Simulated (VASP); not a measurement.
Runs of VASP 6.6.1 on SrB3Pt. Symmetry: Pm-3m, No. 221, cubic system. The conventional cell has a = 4.541 Å, b = 4.541 Å, c = 4.541 Å, α = 90.00°, β = 90.00°, γ = 90.00°. Around Sr (site symmetry m-3m) lie 6 B at 2.27 Å. B (site symmetry 4/mmm) has 2 Sr at 2.27 Å as nearest neighbours. Around Pt (site symmetry m-3m) lie 12 B at 3.21 Å. The cell was built by a generator and needn't be a form met in nature.

```csv
task,level,potentials or basis,spin,U,cell,cutoff (eV),smearing,target pressure,LDAUTYPE,hund's J,other keys,gap on the mesh (eV),pressure (GPa)
single point,revPBE+D3,"VASP PAW PBE potentials, release 64 (Sr_sv, B, Pt)","collinear, ferromagnetic start",-,as given,520,fermi-dirac 0.05 eV,-,-,-,-,-,(a)
relaxation of cell and atoms,optB88-vdW,"VASP PAW PBE potentials, release 54 (Sr_sv, B, Pt)",off,-,relaxed to 2 GPa from: volume scaled by 0.8,580,gaussian 0.05 eV,2 GPa,-,-,NELMIN = 4; PSTRESS = 20; MAXMIX = 10,-,2.0
density of states,RPBE+D3+U,"VASP PAW PBE potentials, release 64 (Sr_sv, B, Pt)",off,"Pt d U = 5.3 eV, J = 0.5 eV",as given,520,tetrahedron,-,1,0.5,-,none,0.6
relaxation of cell and atoms,PBE,"VASP PAW PBE potentials, release 64 (Sr_sv, B, Pt)",off,-,relaxed,600,gaussian 0.05 eV,-,-,-,-,-,0.1
single point,PBE,"VASP PAW PBE potentials, release 64 (Sr_sv, B, Pt)",off,-,as given,520,fermi-dirac 0.05 eV,-,-,-,-,none,0.4
```

Alike in all rows: k mesh 6 × 6 × 6.

Q: Estimate the missing entries.

A: (a) 1.0.

Caveats: the bands computed are all filled at some k points, so no gap is given (some runs); the PAW data sets were made with another functional, which shifts forces and pressure a little (some runs); the cell is relaxed towards a set pressure, so the enthalpy falls and the energy may rise (some runs); U without spin polarisation on a metal has little footing (some runs); pairwise dispersion overbinds metals, which lowers pressure and volume (some runs); the U is typed as a test and isn't derived for this compound (some runs); tetrahedron occupations give inexact forces and stress in metals (some runs).

A k mesh can miss the band edges, and the runs leave out spin-orbit coupling on Pt, Sr.

A gap of «none» marks a metal or a gap under the smearing width.
